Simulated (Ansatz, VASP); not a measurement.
# Cross-check of InGa2 between VASP and Ansatz

Aim: how closely do two programs agree when they are given the same cell, functional and k mesh? The cell is generated by rule, not measured, and may not be a known phase. The cell is taken from a series of runs on this material, whose earlier steps may have relaxed, scaled, displaced or heated it; both programs get it as it stands.

Method: plane waves, with VASP 6.6.1 beside it; single point at PBEsol, in Ansatz 0.2.0.

The structure was built from a prototype and need not be the compound's stable phase.

## (1) The starting structure

The structure is hexagonal, space group P6/mmm (No. 191). The conventional cell has a = 3.711 Å, b = 3.711 Å, c = 3.618 Å, α = 90.00°, β = 90.00°, γ = 120.00°. Nearest to In lie 12 Ga at 2.80 Å. Nearest to Ga lie 3 Ga at 2.14 Å and 6 In at 2.80 Å. Farther neighbours are not listed.

Structure file:

```
In Ga
1.0
     3.71088    0.00000    0.00000
    -1.85544    3.21371    0.00000
     0.00000    0.00000    3.61760
In Ga
1 2
Cartesian
  0.0000 0.0000 0.0000
  0.0000 2.1425 1.8088
  1.8554 1.0712 1.8088
```

## (2) VASP: single point, PBEsol

A single point gives forces, pressure and levels at one fixed geometry, so differences don't come from the geometry; what else differs is listed under the comparison.

Lines of VASP's logs that name or quote its potential files are left out, and so is its time.

Contents of INCAR:

```
SYSTEM = InGa2
PREC = Accurate
ENCUT = 500
EDIFF = 1E-06
NELM = 120
ISMEAR = 0
SIGMA = 0.1
LREAL = .FALSE.
ALGO = Normal
GGA = PS
NBANDS = 25
LORBIT = 11
LWAVE = .FALSE.
LCHARG = .FALSE.
ISIF = 2
LASPH = .TRUE.
GGA_COMPAT = .FALSE.
```

Contents of POSCAR:

```
InGa2
1.0
    3.7108800000      0.0000000000      0.0000000000
   -1.8554400000      3.2137100000      0.0000000000
    0.0000000000      0.0000000000      3.6176000000
In Ga
1 2
Direct
    0.0000000000      0.0000000000      0.0000000000
    0.3333333333      0.6666666667      0.5000000000
    0.6666666667      0.3333333333      0.5000000000
```

Contents of KPOINTS:

```
Automatic mesh
0
Gamma
6 6 6
0 0 0
```

PAW data sets: In_d and Ga_d (PBE family, release 64).

The run is started by

```
$ mpirun -np 1 vasp_std
```

Numbers of over 12 decimals in the logs are rounded to 6 here.

What it wrote:

```text
[banner, memory and clock lines left out]
running    1 mpi-ranks, on    1 nodes
 distrk:  each k-point on    1 cores,    1 groups
 distr:  one band on    1 cores,    1 groups

 POSCAR found type information on POSCAR InGa
 POSCAR found :  2 types and       3 ions
|                                                                             |
|               ----> ADVICE to this user running VASP <----                  |
|                                                                             |
|     You enforced a specific xc type in the INCAR file but a different       |
|     [... a line on the potential file left out ...]
|     I HOPE YOU KNOW WHAT YOU ARE DOING!                                     |
|                                                                             |

 LDA part: xc-table for (Slater+PW92), standard interpolation
 POSCAR, INCAR and KPOINTS ok, starting setup
 FFT: planning ... GRIDC
 FFT: planning ... GRID_SOFT
 FFT: planning ... GRID
 WAVECAR not read
 entering main loop
       N       E                     dE             d eps       ncg     rms          rms(c)
DAV:   1     0.266665753770E+03    0.26667E+03   -0.18651E+04  1496   0.293E+03
DAV:   2     0.181460530037E+02   -0.24852E+03   -0.24471E+03  1440   0.482E+02
DAV:   3    -0.650216045046E+01   -0.24648E+02   -0.24486E+02  1569   0.150E+02
DAV:   4    -0.714235000455E+01   -0.64019E+00   -0.63809E+00  1689   0.254E+01
DAV:   5    -0.717058718952E+01   -0.28237E-01   -0.28231E-01  2232   0.491E+00    0.653E+00
DAV:   6    -0.675032486500E+01    0.42026E+00   -0.53964E-01  1779   0.175E+01    0.328E+00
DAV:   7    -0.664900662284E+01    0.10132E+00   -0.32014E-01  2324   0.103E+01    0.520E-01
DAV:   8    -0.664399813020E+01    0.50085E-02   -0.47729E-02  1799   0.434E+00    0.192E-01
DAV:   9    -0.664354165705E+01    0.45647E-03   -0.44721E-03  1760   0.644E-01    0.796E-02
DAV:  10    -0.664353589186E+01    0.57652E-05   -0.18553E-04  2201   0.210E-01    0.491E-02
DAV:  11    -0.664353679453E+01   -0.90267E-06   -0.30647E-05  1700   0.101E-01    0.117E-02
DAV:  12    -0.664353690140E+01   -0.10687E-06   -0.47604E-06  1529   0.384E-02
   1 F= -.66435369E+01 E0= -.66414044E+01  d E =-.426498E-02
```

Parts of OUTCAR (step 2):

```text
ion  position               nearest neighbor table
   1  0.000  0.000  0.000-   2 2.80   2 2.80   3 2.80   3 2.80   2 2.80   3 2.80   2 2.80   3 2.80
                             3 2.80   3 2.80   2 2.80   2 2.80
   2  0.333  0.667  0.500-   3 2.14   3 2.14   3 2.14   1 2.80   1 2.80   1 2.80   1 2.80   1 2.80
                             1 2.80
   3  0.667  0.333  0.500-   2 2.14   2 2.14   2 2.14   1 2.80   1 2.80   1 2.80   1 2.80   1 2.80
                             1 2.80

  LATTYP: Found a hexagonal cell.
 ALAT       =     3.7108800000
 C/A-ratio  =     0.9748631052

 Subroutine GETGRP returns: Found 24 space group operations
 (whereof 24 operations were pure point group operations)

The static configuration has the point symmetry D_6h.

 Found     28 irreducible k-points:

   k-points           NKPTS =     28   k-points in BZ     NKDIM =     28   number of bands    NBANDS=     25

   dimension x,y,z NGX =    28 NGY =   28 NGZ =   28
   dimension x,y,z NGXF=    56 NGYF=   56 NGZF=   56

   ENCUT  =  500.0 eV  36.75 Ry    6.06 a.u.   6.77  6.77  6.60*2*pi/ulx,y,z

   NELECT =      39.0000    total number of electrons

 k-points in reciprocal lattice and weights: Automatic mesh
   0.00000000  0.00000000  0.00000000       0.005
   0.16666667  0.00000000  0.00000000       0.028
   0.33333333  0.00000000  0.00000000       0.028
   0.50000000  0.00000000  0.00000000       0.014
   0.16666667  0.16666667  0.00000000       0.028
   0.33333333  0.16666667  0.00000000       0.056
   0.33333333  0.33333333  0.00000000       0.009
   0.00000000  0.00000000  0.16666667       0.009
   0.16666667  0.00000000  0.16666667       0.056
[...]
0.33333333  0.16666667  0.50000000       0.056
   0.33333333  0.33333333  0.50000000       0.009

 average (electrostatic) potential at core
       1 -90.5234       2 -59.9480       3 -59.9480

 E-fermi :  11.3621

 k-point     1 :       0.0000    0.0000    0.0000
  band No.  band energies     occupation
    ...
     16      -3.0162      2.00000
     17       8.2017      2.00000
     18      11.1062      1.99970
     19      11.3788      0.81376
     20      11.3788      0.81369
     21      12.5173      0.00000
     22      12.5173      0.00000
     23      13.7465      0.00000
     24      16.1229      0.00000
     25      21.8588      0.00000

 k-point     2 :       0.1667    0.0000    0.0000
  band No.  band energies     occupation
    ...
     16      -2.6098      2.00000
     17       7.8030      2.00000
     18       8.7896      2.00000
     19       9.4391      2.00000
     20      10.9612      2.00000
     21      12.7252      0.00000
     22      15.1040      0.00000
     23      16.2288      0.00000
     24      18.7083      0.00000
     25      19.2860      0.00000

 k-point     3 :       0.3333    0.0000    0.0000
  band No.  band energies     occupation
    ...
     16      -1.3125      2.00000
     17       4.0040      2.00000
     18       7.8444      2.00000
     19      10.4332      2.00000
     20      10.5337      2.00000
     21      13.3179      0.00000
     22      15.9413      0.00000
     23      17.1372      0.00000
     24      18.4583      0.00000
     25      19.6582      0.00000

  Total       18.9875232     18.9874482     10.1424184     -0.0000000      0.0000000      0.0000000
  in kB      705.1390414    705.1362547    376.6586676     -0.0000000      0.0000000      0.0000000
  external PRESSURE =     595.6446546 kB  Pullay stress =       0.0000000 kB

  energy-cutoff  :      500.00
  volume of cell :       43.14
      direct lattice vectors                 reciprocal lattice vectors
     3.710880000  0.000000000  0.000000000     0.269477860  0.155583422  0.000000000
    -1.855440000  3.213710000  0.000000000     0.000000000  0.311166845  0.000000000
     0.000000000  0.000000000  3.617600000     0.000000000  0.000000000  0.276426360

 POSITION                                       TOTAL-FORCE (eV/Angst)
 -----------------------------------------------------------------------------------
      0.00000      0.00000      0.00000         0.000000      0.000000      0.000000
     -0.00000      2.14247      1.80880        -0.000000     -0.000000      0.000000
      1.85544      1.07124      1.80880         0.000000      0.000000      0.000000
 -----------------------------------------------------------------------------------
    total drift:                               -0.000000      0.000000     -0.000000

  FREE ENERGIE OF THE ION-ELECTRON SYSTEM (eV)
  ---------------------------------------------------
  free  energy   TOTEN  =        -6.6435369014 eV

  energy  without entropy=       -6.6392719241  energy(sigma->0) =       -6.64140441

 total charge
# of ion       s       p       d       tot
------------------------------------------
    1        0.966   0.768   9.930  11.664
    2        1.015   1.183  10.057  12.255
    3        1.015   1.183  10.057  12.255
--------------------------------------------------
tot          2.997   3.134  30.044  36.175

[... 3 further parts left out ...]
```

This run has no spin polarisation. Its electron count is odd, so without a moment it is a metal by construction. The k-mesh is coarse for a metal.

## (3) Ansatz: single point, PBEsol

Ansatz runs on its default PAW (the set named soft_2) files.

The same cell, functional, mesh and smearing now go to Ansatz, which takes its cutoff from its data sets.

Contents of input.yaml:

```yaml
crystal:
  lattice:
    - [3.71088, 0.0, 0.0]
    - [-1.85544, 3.21371, 0.0]
    - [0.0, 0.0, 3.6176]
  atoms:
    - { symbol: In, position: [0.0, 0.0, 0.0] }
    - { symbol: Ga, position: [0.3333333333, 0.6666666667, 0.5] }
    - { symbol: Ga, position: [0.6666666667, 0.3333333333, 0.5] }
kpoints:
  mp_grid: { grid: [6, 6, 6] }
hamiltonian:
  xc: pbesol
scf:
  occupations: { method: gaussian, width: 0.1 }
output:
  forces: true
  stress: true
  eigenvalues: true
```

The run is started by

```
$ ansatz run input.yaml --threads 8 --pin off --max-ram 14336MiB --backend cpu --events-out ev --progress --plain --runs-dir out
```

What it wrote:

```text
Engine: ansatz 0.2.0, x86_64-unknown-linux-gnu
Pseudopotentials: kind: paw
Pseudopotential: In, paw, valence charge 13, recommended cutoff 420 eV (normal), In.paw.azcp
Pseudopotential: Ga, paw, valence charge 13, recommended cutoff 420 eV (normal), Ga.paw.azcp
Functional definition: PBEsol
  exchange = pbesol_x
  correlation = pbesol_c
Crystal: 3 atoms, lattice volume = 43.142 Å³
Basis set: ecut = 420 eV, 877 PW (Γ), exchange–correlation on 50×50×50 points (8 copies of the dense FFT grid, shifted against one another)
Bands: 24, of which v1, the nominal top of the filled ones, is band 20 counted from 1 (19 counted from 0)
Symmetry: 24 space group operations
Space group: P6/mmm (ITA 191), of the structure as read, at distance tolerance 3.5e-5 Å
k-points: 28 of 216
Non-local potential: In, projectors of the file, l = 0: 2, l = 1: 2, l = 2: 2, l = 3: 2
Non-local potential: Ga, projectors of the file, l = 0: 2, l = 1: 2, l = 2: 3, l = 3: 1
PAW form: soft (Blöchl's): semilocal exchange-correlation on the pseudo side does not see the compensation charge
PAW frozen core: In, regenerated for the run's functional, and the local potential with it (the file was generated under x = pbe(κ = 0.804, μ = 0.219515), c = pbe(β = 0.066725))
PAW frozen core: Ga, regenerated for the run's functional, and the local potential with it (the file was generated under x = pbe(κ = 0.804, μ = 0.219515), c = pbe(β = 0.066725))
PAW one-centre angular grid: In, 590 points (default); XC on 64 Gauss nodes
PAW one-centre angular grid: Ga, 590 points (default); XC on 64 Gauss nodes
Initial density: superposition of atomic densities (neutral atoms: chi_scale 0, normalization atom), corrected by the library's trained network
Initial wavefunctions: pseudopotential atomic-orbital guess
Functional: x = pbesol(κ = 0.804, μ = 0.123457), c = pbesol(β = 0.046)
SCF iter   1: F=—  HF=-13008.788146 eV  |F-HF|=—  |Δ(HF+E_count)|=         —  Δρ=4.62e-3  dr2=6.41e-3  ethr=1.77e-3  ⟨swp⟩=5.5  Hψ=2792  notcnv=0
preconditioner: auto → Resta (q_TF=auto, 2.683 Å⁻¹)  ε∞=5.0  [insulator: Δε(μ)=0.112 eV  Ē_g=17.736 eV  σ=0.100 eV  W_gap=0.55  n_scr=20 (ndim 8)  ℏωp=35.3 eV  f_vac=0.000  D(μ)=0.75/eV (n_scr^D=2)  ε∞_Penn≈5.0]
SCF iter   2: F=—  HF=-13008.786137 eV  |F-HF|=—  |Δ(HF+E_count)|=   2.01e-3  Δρ=2.05e-3  dr2=1.31e-3  ethr=1.64e-5  ⟨swp⟩=2.1  Hψ=1336  notcnv=0
preconditioner: auto → Kerker (q_TF=auto, 2.683 Å⁻¹)  [metal: Δε(μ)=0.095 eV  Ē_g=17.775 eV  σ=0.100 eV  W_gap=0.48  n_scr=20 (ndim 8)  ℏωp=35.3 eV  f_vac=0.000  D(μ)=0.81/eV (n_scr^D=2)]
SCF iter   3: F=—  HF=-13008.785865 eV  |F-HF|=—  |Δ(HF+E_count)|=   2.73e-4  Δρ=7.62e-4  dr2=2.63e-4  ethr=3.36e-6  ⟨swp⟩=2.8  Hψ=1277  notcnv=0
SCF iter   4: F=—  HF=-13008.785790 eV  |F-HF|=—  |Δ(HF+E_count)|=   7.44e-5  Δρ=2.51e-4  dr2=4.09e-5  ethr=6.74e-7  ⟨swp⟩=2.0  Hψ=1162  notcnv=0
SCF iter   5: F=—  HF=-13008.785777 eV  |F-HF|=—  |Δ(HF+E_count)|=   1.36e-5  Δρ=7.04e-5  dr2=3.03e-6  ethr=1.05e-7  ⟨swp⟩=2.4  Hψ=919  notcnv=0
SCF iter   6: F=-13008.785775 eV  HF=-13008.785775 eV  |F-HF|=1.89e-8  |Δ(HF+E_count)|=   1.11e-6  Δρ=1.61e-5  dr2=7.99e-8  ethr=2.56e-10  ⟨swp⟩=4.9  Hψ=3285  notcnv=0
SCF 1 converged in 6 iterations: F = -13008.785775 eV  dr2 = 7.99e-8
  greatest PAW one-centre occupation: 0.994 electrons in one spin orbital (limit 2), on the Ga atom at site 2 (counted from 0), in its partial waves of l = 2
SCF converged after 6 iterations
Free energy (F): -13008.785775 eV
Harris-Foulkes:  -13008.785775 eV  (|F-HF|=1.89e-8)
Internal energy: -13008.781490 eV  (E = F + TS)
E sigma→0 (E₀):  -13008.783633 eV
Entropy (-TS):   -0.004286 eV (-1.429 meV/atom)
Fermi energy:    16.648114 eV
--- Per-component energies (eV) ---
  E_band       = 117.483788
  E_kinetic    = 493.492407
  E_local      = -4108.049273  (includes V_loc(G=0)·N_el)
  E_nonlocal   = 1213.352112
  E_hartree    = 1926.331964
  E_xc         = -363.552417
  E_vxc        = -232.570766  (∫ρ·V_xc dr)
  E_paw        = -7969.425236  (= ΣΔE_a)
  E_vpaw       = -1101.403313  (= ΣTr[D̂ρ^β])
  E_aug_tail   = -0.000183  (compensation charges beyond the density's cutoff)
  E_ewald      = -4202.892723
  E_core_change = 1.961858  (= ΣΔE_core)
  E_smearing   = -0.004286  (= −TS)
  E_closure    = 0.000000  (closes the sum)
  Σ components = -13008.785775   (vs F -13008.785775, Δ=0.00e0)
--- Forces (eV/Å), atoms counted from 1 ---
  atom   1  In    -0.00000000    -0.00000000     0.00000000
  atom   2  Ga    -0.00000000     0.00000000     0.00000000
  atom   3  Ga    -0.00000000    -0.00000000     0.00000000
  max |Σ_I F_I| component: 2.78e-17 eV/Å
--- Stress (GPa, compression-positive) ---
       70.361047      -0.000000       0.000000
       -0.000000      70.361047       0.000000
        0.000000       0.000000      37.574029
  P = ⅓ Tr σ = 59.4320 GPa (594.320 kbar)
--- Band table (eV; the first three rows and the last of 28) ---
  k-point 0: bands = [... 16 lower, 13.4889, 16.4013, 16.6659, 16.6659, 17.7997, 17.7997, 19.0257, 21.4010]
  k-point 1: bands = [... 16 lower, 11.1090, 16.7588, 16.7588, 18.2210, 18.2210, 19.0046, 19.2896, 21.8718]
  k-point 2: bands = [... 16 lower, 8.3027, 16.9641, 16.9641, 19.4459, 19.4459, 20.0926, 20.9864, 23.4284]
  k-point 27: bands = [... 16 lower, 9.5275, 9.9516, 12.2238, 12.4507, 12.4507, 23.7597, 25.1566, 25.1566]
```

The run ends at a pressure of 59.43 GPa.

## (4) Differences

Known differences besides the potentials themselves: the cutoff is 420 eV in Ansatz and 500 eV in VASP; Ansatz makes its cores anew for this functional, VASP keeps those of its PBE data sets. Total energies have different zeros and are not compared.

Both answers:

```csv
quantity,Ansatz,VASP,difference
pressure (GPa),59.43,59.56,-0.13
```

## (5) What came out

- difference in pressure (single point, PBEsol): -0.13 GPa

The difference in pressure is -0.13 GPa (single point, PBEsol), within the 1 GPa picked in this series as the mark of a large difference. How closely two codes agree says nothing of how well the functional describes the real material.

[Lines on the potential files, build, host, timing and source positions are cut from VASP's logs without a mark.]

[Logs are printed without paths, hosts, clocks, repeated set-up lines and the standing remarks that a program may print on its own settings, such as how far it seeks lower states.]

[Hosts, paths, dates, database ids (printed as entryN), source tags and the programs' standing remarks are cut or masked in the printed files.]
